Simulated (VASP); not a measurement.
GaAs:

```
Ga As
1.0
     0.00000    2.87512    2.87512
     2.87512    0.00000    2.87512
     2.87512    2.87512    0.00000
Ga As
1 1
Direct
  0.00000 0.00000 0.00000
  0.25000 0.25000 0.25000
```

Base run:

| Property | Result |
| --- | --- |
| Program | VASP 6.6.1 |
| Functional | LDA |
| Potentials or basis | VASP PAW LDA potentials, release 64 (Ga_d, As) |
| Cutoff | 520 eV |
| k mesh | 10 × 10 × 10 |
| Occupations | gaussian, width 0.03 eV |
| Spin | no spin polarisation |

Its results: pressure -4.6 GPa.

The run is repeated on the same cell with these changes: functional from LDA to PBE; potentials or basis from VASP PAW LDA potentials, release 64 (Ga_d, As) to VASP PAW PBE potentials, release 64 (Ga_d, As). What comes out?

Pressure 0.0 GPa.
